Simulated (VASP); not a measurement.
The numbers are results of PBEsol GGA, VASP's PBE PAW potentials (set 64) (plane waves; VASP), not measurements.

VASP ran on this input.

KPOINTS:
```
Automatic mesh
0
Gamma
10 10 10
```

### INCAR
```
# general
SYSTEM   =  SiC
PREC     =  Accurate
ENCUT    =  620
LREAL    =  .False.
LASPH    =  .True.

# electronic loop
EDIFF    =  1E-6   # SCF stop (eV)
NELM     =  100   # most electronic steps
ALGO     =  Normal   # blocked Davidson

# smearing
ISMEAR   =  0
SIGMA    =  0.05

# functional
GGA      =  PS

# ions
IBRION   =  2   # conjugate gradients
NSW      =  40   # most ionic steps
ISIF     =  3
EDIFFG   =  -0.02   # ionic stop
PSTRESS  =  100

# output
LWAVE    =  .False.
LCHARG   =  .False.
```

### POSCAR
```
SiC
1
    0.0000000000     2.1633978033     2.1633978033
    2.1633978033     0.0000000000     2.1633978033
    2.1633978033     2.1633978033     0.0000000000
Si C
1 1
Direct
  0.0000000000   0.0000000000   0.0000000000
  0.2500000000   0.2500000000   0.2500000000
```

POTCAR, in this order: Si C (PBE.64 set). Program: vasp_std.

Q: Estimate the energy per atom (σ→0), volume per atom, band gap (on the k-mesh).

A: 
```yaml
energy per atom (σ→0): -7.945 eV/atom
band gap (on the k-mesh): 1.20 eV
volume_per_atom: 9.92 Å³/atom
```

### OSZICAR
```
...
DAV:   1    -0.158949097856E+02   -0.47074E-01   -0.18272E-01   784   0.376E+00    0.492E-01
DAV:   2    -0.158916043003E+02    0.33055E-02   -0.81597E-03   864   0.608E-01    0.247E-01
DAV:   3    -0.158908995312E+02    0.70477E-03   -0.12139E-03   984   0.245E-01    0.607E-02
DAV:   4    -0.158907876289E+02    0.11190E-03   -0.15863E-04   848   0.780E-02    0.259E-02
DAV:   5    -0.158907833908E+02    0.42381E-05   -0.46027E-06   984   0.170E-02    0.166E-02
DAV:   6    -0.158907823902E+02    0.10005E-05   -0.26421E-07   464   0.451E-03    0.288E-03
DAV:   7    -0.158907825782E+02   -0.18795E-06   -0.10671E-07   408   0.232E-03
   3 F= -.14651873E+02 E0= -.14651873E+02  d E =-.640812E-02
```

The structure was generated: SiC was put into the zinc blende type (F-43m), which need not be its known phase. This run relaxes it under an external pressure of 10 GPa. Symmetry was kept, so distortions that lower it aren't found.
